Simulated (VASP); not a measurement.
# RPA total energies of C (Diamond), part 2 of 2

Wanted: where the RPA puts the energy minimum of C (Diamond). The scan starts from a database cell scaled to its smallest volume. The start is a cell from a database of measured crystal structures.

VASP 6.6.1, plane waves and PAW; the level of theory is named at each step.

So far. Step 27 (Comparison: r2SCAN, volume ratio 1.03): Its energy is -9.8326 eV an atom, on a zero of its own. Step 28 (Orbitals for comparison: HSE06, volume ratio 1.03): The run ends at a pressure of -10.66 GPa.

### 29. Comparison: HSE06, volume ratio 1.03

This step: HSE06; plane waves and PAW (C_GW) (VASP 6.6.1).

File INCAR:

```
SYSTEM = C
PREC = Accurate
ENCUT = 560
EDIFF = 1E-06
NELM = 100
ISMEAR = 0
SIGMA = 0.05
LREAL = .FALSE.
ALGO = Normal
LHFCALC = .TRUE.
AEXX = 0.25
GGA = PE
HFSCREEN = 0.2
LASPH = .TRUE.
NBANDS = 10
PRECFOCK = Fast
LWAVE = .FALSE.
LCHARG = .FALSE.
KPAR = 8
```

File POSCAR:

```
C
1.0
    0.0000000000      1.8010282771      1.8010282771
    1.8010282771      0.0000000000      1.8010282771
    1.8010282771      1.8010282771      0.0000000000
C
2
Direct
    0.7500000000      0.7500000000      0.7500000000
    0.5000000000      0.5000000000      0.5000000000
```

File KPOINTS:

```
Automatic mesh
0
Gamma
6 6 6
0 0 0
```

PAW data sets: C_GW (PBE family, release 64).

The run starts from files that an earlier step left in the folder.

Launch:

```console
mpirun -np 8 vasp_std
```

Elapsed: 11 s, on 8 MPI ranks of Intel Xeon 6975P-C (Granite Rapids), shared host; peak memory 1.5 GiB; 67 s of CPU time.

Its energy is -10.5437 eV an atom, on a zero of its own.

### 30. Orbitals, volume ratio 1.06

This step: PBE; plane waves and PAW (C_GW) (VASP 6.6.1).

The same chain follows at a volume ratio of 1.06.

File INCAR:

```
SYSTEM = C
PREC = Accurate
ENCUT = 560
EDIFF = 1E-08
NELM = 100
ISMEAR = 0
SIGMA = 0.05
LREAL = .FALSE.
ALGO = Normal
GGA = PE
NBANDS = 10
LORBIT = 11
LWAVE = .TRUE.
LCHARG = .FALSE.
KPAR = 8
```

File POSCAR:

```
C
1.0
    0.0000000000      1.8183469191      1.8183469191
    1.8183469191      0.0000000000      1.8183469191
    1.8183469191      1.8183469191      0.0000000000
C
2
Direct
    0.7500000000      0.7500000000      0.7500000000
    0.5000000000      0.5000000000      0.5000000000
```

KPOINTS is that of step 29.

Launch:

```console
mpirun -np 8 vasp_std
```

The job ended after 1.6 s (8 MPI ranks; peak memory 0.85 GiB).

The run ends at a pressure of -21.37 GPa.

### 31. Exact exchange, volume ratio 1.06

This step: Hartree-Fock energy on PBE orbitals; plane waves and PAW (C_GW) (VASP 6.6.1).

File INCAR:

```
SYSTEM = C
PREC = Accurate
ENCUT = 560
ISMEAR = 0
SIGMA = 0.05
LREAL = .FALSE.
GGA = PE
NBANDS = 10
ALGO = Eigenval
NELM = 1
LHFCALC = .TRUE.
AEXX = 1
ALDAC = 0
AGGAC = 0
PRECFOCK = Normal
LWAVE = .FALSE.
LCHARG = .FALSE.
```

POSCAR is that of step 30.

KPOINTS is that of step 30.

The run starts from files that an earlier step left in the folder.

Launch:

```console
mpirun -np 8 vasp_std
```

Run time: 7.4 s. Hardware: 8 MPI ranks; peak memory 0.75 GiB; 43 s of CPU time.

The Hartree-Fock energy on these orbitals is -15.1152 eV an atom.

### 32. Empty bands, volume ratio 1.06

This step: PBE; plane waves and PAW (C_GW) (VASP 6.6.1).

File INCAR:

```
SYSTEM = C
PREC = Accurate
ENCUT = 560
ISMEAR = 0
SIGMA = 0.05
LREAL = .FALSE.
GGA = PE
NBANDS = 368
ALGO = Exact
NELM = 1
LWAVE = .TRUE.
LCHARG = .FALSE.
LOPTICS = .TRUE.
NEDOS = 1000
CSHIFT = 0.1
```

POSCAR is that of step 31.

KPOINTS is that of step 31.

Launch:

```console
mpirun -np 8 vasp_std
```

Elapsed: 3.2 s, on 8 MPI ranks; peak memory 0.83 GiB; 16 s of CPU time.

WAVECAR now holds 368 bands for 8 electrons.

### 33. RPA correlation, volume ratio 1.06

This step: RPA correlation on PBE orbitals; plane waves and PAW (C_GW) (VASP 6.6.1).

File INCAR:

```
SYSTEM = C
PREC = Accurate
ENCUT = 560
ISMEAR = 0
SIGMA = 0.05
LREAL = .FALSE.
GGA = PE
NBANDS = 368
ALGO = ACFDT
ENCUTGW = 200
NOMEGA = 12
PRECFOCK = Fast
LWAVE = .FALSE.
LCHARG = .FALSE.
```

POSCAR is that of step 32.

KPOINTS is that of step 32.

Launch:

```console
mpirun -np 8 vasp_std
```

Run time: 31 s. Hardware: 8 MPI ranks; peak memory 1.4 GiB.

The correlation energy is -7.0163 eV an atom, -17 meV against the point before. With exact exchange the total is -22.1316 eV an atom.

### 34. Comparison: r2SCAN, volume ratio 1.06

This step: r2SCAN; plane waves and PAW (C_GW) (VASP 6.6.1).

File INCAR:

```
SYSTEM = C
PREC = Accurate
ENCUT = 560
EDIFF = 1E-06
NELM = 100
ISMEAR = 0
SIGMA = 0.05
LREAL = .FALSE.
ALGO = Normal
METAGGA = R2SCAN
LASPH = .TRUE.
NBANDS = 10
LWAVE = .FALSE.
LCHARG = .FALSE.
KPAR = 8
```

POSCAR is that of step 33.

KPOINTS is that of step 33.

Launch:

```console
mpirun -np 8 vasp_std
```

Elapsed: 4 s, on 8 MPI ranks; peak memory 0.77 GiB; 21 s of CPU time.

Its energy is -9.8115 eV an atom, on a zero of its own.

### 35. Orbitals for comparison: HSE06, volume ratio 1.06

This step: PBE; plane waves and PAW (C_GW) (VASP 6.6.1).

File INCAR:

```
SYSTEM = C
PREC = Accurate
ENCUT = 560
EDIFF = 1E-05
NELM = 100
ISMEAR = 0
SIGMA = 0.05
LREAL = .FALSE.
ALGO = Normal
GGA = PE
NBANDS = 10
LORBIT = 11
LWAVE = .TRUE.
LCHARG = .FALSE.
KPAR = 8
```

POSCAR is that of step 34.

KPOINTS is that of step 34.

Launch:

```console
mpirun -np 8 vasp_std
```

Run time: 1.6 s. Hardware: 8 MPI ranks; peak memory 0.83 GiB; 5.4 s of CPU time.

The run ends at a pressure of -21.37 GPa.

### 36. Comparison: HSE06, volume ratio 1.06

This step: HSE06; plane waves and PAW (C_GW) (VASP 6.6.1).

File INCAR:

```
SYSTEM = C
PREC = Accurate
ENCUT = 560
EDIFF = 1E-06
NELM = 100
ISMEAR = 0
SIGMA = 0.05
LREAL = .FALSE.
ALGO = Normal
LHFCALC = .TRUE.
AEXX = 0.25
GGA = PE
HFSCREEN = 0.2
LASPH = .TRUE.
NBANDS = 10
PRECFOCK = Fast
LWAVE = .FALSE.
LCHARG = .FALSE.
KPAR = 8
```

POSCAR is that of step 35.

KPOINTS is that of step 35.

The WAVECAR or CHGCAR of an earlier step is read.

Launch:

```console
mpirun -np 8 vasp_std
```

It took 9.8 s on 8 MPI ranks; peak memory 1.5 GiB.

Its energy is -10.5160 eV an atom, on a zero of its own.

### 37. Summary

This step: exact exchange and RPA correlation on PBE orbitals, beside r2SCAN, beside HSE06; plane waves and PAW (VASP 6.6.1).

Derived from the runs above.

This step gave:

```yaml
equilibrium_volume_exx_rpa: 5.734 Å³/atom
bulk_modulus: 432.4 GPa
```

Table of energy above the lowest point by volume; values in meV/atom:

```csv
volume (Å³/atom),PBE,EXX,EXX+RPA,r2SCAN,HSE06
5.332,35.0,14.3,42.0,26.7,14.8
5.502,9.44,0,12.8,5.27,0
5.672,0,3.04,0,0,1.31
5.842,4.71,21.3,1.92,8.93,16.8
6.012,21.6,52.7,16.0,30.1,44.5
```

Cost is wall time times ranks on a shared host; the RPA row holds all its steps. Fits of the equation of state:

```csv
level,V0 (Å³/atom),B0 (GPa),fit error (meV/atom),minimum inside the series,cost a point (core minutes)
PBE,5.697,434,0.01356,yes,0.24
EXX,5.554,510.8,0.01023,yes,1.35
EXX+RPA,5.734,432.4,0.06629,yes,5.88
r2SCAN,5.646,450.1,0.01366,yes,0.5
HSE06,5.571,471,0.01321,yes,1.5
```

### 38. What came out

```json
{"PBE": "V0 5.697 Å³/atom, B0 434 GPa", "EXX": "V0 5.554 Å³/atom, B0 511 GPa", "EXX+RPA": "V0 5.734 Å³/atom, B0 432 GPa", "r2SCAN": "V0 5.646 Å³/atom, B0 450 GPa", "HSE06": "V0 5.571 Å³/atom, B0 471 GPa"}
```

Exact exchange with RPA correlation puts the minimum at 5.734 Å³ an atom, with a bulk modulus of 432 GPa. PBE puts the volume 0.65 % below EXX+RPA, at roughly 1/24 of its cost. r2SCAN puts the volume 1.5 % below EXX+RPA, at roughly 1/12 of its cost. HSE06 puts the volume 2.8 % below EXX+RPA, at roughly 1/4 of its cost. Correlation widens the exact-exchange volume by 3.2 %. Neither mesh nor response cutoff was varied, so differences in volume under about 1 % aren't resolved. Exact exchange and correlation are taken on one coarse mesh and aren't self-consistent; the correlation energy is extrapolated in the response cutoff by the program, which at the first volume adds -604 meV an atom to the value at the highest cutoff and varies with the volume; a small fit error says nothing about that part. NBANDS follows the largest plane-wave count of any k point, which rises in steps with the volume. The cheaper functionals share the mesh. Not tabulated here, as repeats of values shown or as unfit to read for their mesh, reference level or band range: eps2 curves (empty bands); eps1 curves and static values (empty bands); gaps (empty bands).

[Long decimals in the printed logs are rounded to 6 places.]

[Lines on the potential files, build, host, timing and source positions are cut from VASP's logs without a mark.]

[Logs are printed without paths, hosts, clocks, repeated set-up lines and the standing remarks that a program may print on its own settings, such as how far it seeks lower states.]

[Hosts, paths, dates, database ids (printed as entryN), source tags and the programs' standing remarks are cut or masked in the printed files.]

[Measured values are set beside computed ones only where the two were judged alike; some that the calculation misses by far are left out.]

[Pressures printed for these runs are not shown converged in the cutoff: they can be off by several GPa and have the wrong sign.]
